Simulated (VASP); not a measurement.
Input:

```
CELL_PARAMETERS angstrom
      3.12227     0.00000     0.00000
     -1.56113     2.70396     0.00000
      0.00000     0.00000     6.97657
ATOMIC_POSITIONS crystal
  Re 0.00000 0.00000 0.00000
  Se 0.33333 0.66667 0.25539
  Se 0.66667 0.33333 0.74461
```

Level of theory: PBEsol GGA, VASP's PBE PAW potentials (set 64) (plane waves; VASP 6.6.1). Numerical set-up: 400 eV cut-off, 10×10×4 Γ-centred mesh, first-order Methfessel-Paxton smearing of 0.10 eV, potentials Re Se.

Without a dispersion term in the relaxation, distances and binding between the weakly bound layers, chains or molecules are unreliable, and so is what depends on them. Unless said otherwise, spin-orbit coupling is left out, though it shifts the bands of the heavy elements here.

**Question.** Predict the energy per atom (σ→0), band gap (on the k-mesh) with the smallest direct gap where there is one.

**Answer.** 
| Item | Result |
|---|---|
| band gap (on the k-mesh) | none (metal, semimetal or under 0.01 eV) |
| energy per atom (σ→0) | -7.089 eV/atom |

The structure was generated: ReSe2 was put into the CdI2 type (P-3m1), which need not be its known phase. It was relaxed first, which changed the volume by -22 %. The start is the result of an earlier pass. The electron count is odd and the run is not spin-polarised, which forces a metal.
